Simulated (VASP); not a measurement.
These are PW91 GGA, VASP's PBE PAW potentials (set 64) (plane waves; VASP 6.6.1) values and carry that method's errors.

Input for VASP

File POSCAR:
```
GaN
1.0
  1.6093454306  -2.7874680136   0.0000000000
  1.6093454306   2.7874680136   0.0000000000
  0.0000000000   0.0000000000   5.2392279107
Ga N
2 2
Cart
  1.6093454306  -0.9291578628   2.6198930501
  1.6093454306   0.9291578628   0.0002790947
  1.6093454306  -0.9291578628   4.5945237830
  1.6093454306   0.9291578628   1.9749098276
```

File KPOINTS:
```
Automatic
0
gamma
  7 7 4
```

**INCAR**
```
SYSTEM = GaN
PREC = Accurate; ENCUT = 520; LREAL = F
LASPH = T
EDIFF = 1E-6; NELM = 100; ALGO = Normal
LMAXMIX = 4
ISMEAR = 0; SIGMA = 0.05
GGA = 91
IBRION = 2; NSW = 60; ISIF = 3
EDIFFG = -0.02
LWAVE = F; LCHARG = F
```

POTCAR, in this order: Ga_d N (PBE.64 set). Program: vasp_std.

Output of the run:

**OSZICAR**
```
       N       E                     dE             d eps       ncg     rms          rms(c)
DAV:   1     0.276430681076E+03    0.27643E+03   -0.18461E+04  1086   0.299E+03
DAV:   2     0.610975562478E+01   -0.27032E+03   -0.26190E+03  1204   0.525E+02
DAV:   3    -0.272669592508E+02   -0.33377E+02   -0.33125E+02  1212   0.154E+02
DAV:   4    -0.285657540932E+02   -0.12988E+01   -0.12957E+01  1526   0.327E+01
DAV:   5    -0.285816318780E+02   -0.15878E-01   -0.15873E-01  1188   0.317E+00    0.110E+01
DAV:   6    -0.244209195386E+02    0.41607E+01   -0.15922E+01  1888   0.580E+01    0.310E+00
DAV:   7    -0.245361159929E+02   -0.11520E+00   -0.17338E+00  1152   0.112E+01    0.268E+00
DAV:   8    -0.245283662698E+02    0.77497E-02   -0.30232E-01  1790   0.805E+00    0.896E-01
DAV:   9    -0.245044830816E+02    0.23883E-01   -0.12006E-01  1880   0.570E+00    0.353E-01
DAV:  10    -0.245054465415E+02   -0.96346E-03   -0.60161E-03  1270   0.816E-01    0.165E-01
DAV:  11    -0.245053389031E+02    0.10764E-03   -0.13572E-03  1580   0.676E-01    0.317E-02
DAV:  12    -0.245053502348E+02   -0.11332E-04   -0.18796E-04  1204   0.101E-01    0.139E-02
DAV:  13    -0.245053504051E+02   -0.17028E-06   -0.33640E-05  1468   0.136E-01    0.609E-03
DAV:  14    -0.245053503554E+02    0.49670E-07   -0.35159E-06  1074   0.452E-02
   1 F= -.24505350E+02 E0= -.24505350E+02  d E =-.245054E+02
```

**OUTCAR**
```
------------------------ aborting loop because EDIFF is reached ----------------------------------------
  FORCE on cell =-STRESS in cart. coord.  units (eV):
  Direction    XX          YY          ZZ          XY          YZ          ZX
  --------------------------------------------------------------------------------------
  Total       -0.0118804     -0.0118804      0.0636098      0.0000000      0.0000000      0.0000000
  in kB       -0.4049350     -0.4049350      2.1680956      0.0000000      0.0000000      0.0000000
  external PRESSURE =       0.4527419 kB  Pullay stress =       0.0000000 kB
  volume of cell :       47.01
      direct lattice vectors                 reciprocal lattice vectors
     1.609345431 -2.787468014  0.000000000     0.310685320 -0.179374256  0.000000000
     1.609345431  2.787468014  0.000000000     0.310685320  0.179374256  0.000000000
     0.000000000  0.000000000  5.239227911     0.000000000  0.000000000  0.190867818
  FREE ENERGIE OF THE ION-ELECTRON SYSTEM (eV)
  ---------------------------------------------------
  free  energy   TOTEN  =       -24.5053503554 eV

  energy  without entropy=      -24.5053503554  energy(sigma->0) =      -24.50535036

 reached required accuracy - stopping structural energy minimisation
```
(Selected blocks of OUTCAR.)

The compound is GaN in the wurtzite structure. It was relaxed first. The start is the result of an earlier pass.
